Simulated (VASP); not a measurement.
Given:

```
TiN
1.0
    0.00000     2.15760     2.15760
    2.15760     0.00000     2.15760
    2.15760     2.15760     0.00000
Ti N
1 1
Direct
  0.00000   0.00000   0.00000
  0.50000   0.50000   0.50000
```

The numbers are results of r2SCAN+rVV10, VASP's PBE PAW potentials (set 64) (plane waves; VASP), not measurements. Settings: 520 eV cut-off, 15×15×15 Γ-centred mesh, first-order Methfessel-Paxton smearing of 0.10 eV, potentials Ti_sv N.

Task: Give the stress tensor in GPa (positive for a compressed cell).

Result: 
```
-15.41    0.00    0.00
  0.00  -15.41    0.00
  0.00    0.00  -15.41
```
The pressure is its mean diagonal, -15.41 GPa.

The compound is TiN in the rock salt structure. This cell is one point of a volume scan, at 1.06 of the reference volume. The electron count is odd and the run is not spin-polarised, which forces a metal.
